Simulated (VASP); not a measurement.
Consider the following.

```xyz
2
Lattice="-2.9150 2.9150 1.5900 2.9150 -2.9150 1.5900 2.9150 2.9150 -1.5900" Properties=species:S:1:pos:R:3 pbc="T T T"
Sn     2.9150     0.0000     0.7950
Sn     0.0000     0.0000     0.0000
```

These are PBE GGA, VASP's PBE PAW potentials (set 64) (plane waves; VASP 6.6.1) values and carry that method's errors. Numerical set-up: 400 eV cut-off, 12×12×12 Γ-centred mesh, first-order Methfessel-Paxton smearing of 0.10 eV, potentials Sn_d.

Unless said otherwise, spin-orbit coupling is left out, though it shifts the bands of the heavy elements here.

Problem. Estimate the energy per atom (σ→0), pressure, band gap (on the k-mesh) with the smallest direct gap where there is one.

Solution. 
```
Property                                                    Result
------------------------  ----------------------------------------
band gap (on the k-mesh)  none (metal, semimetal or under 0.01 eV)
energy per atom (σ→0)                               -3.795 eV/atom
pressure                                                  2.55 GPa
```

Total energies compare only between runs with the same potentials, cut-off and functional.

The compound is Sn in the beta structure. The cell was not relaxed at this level.
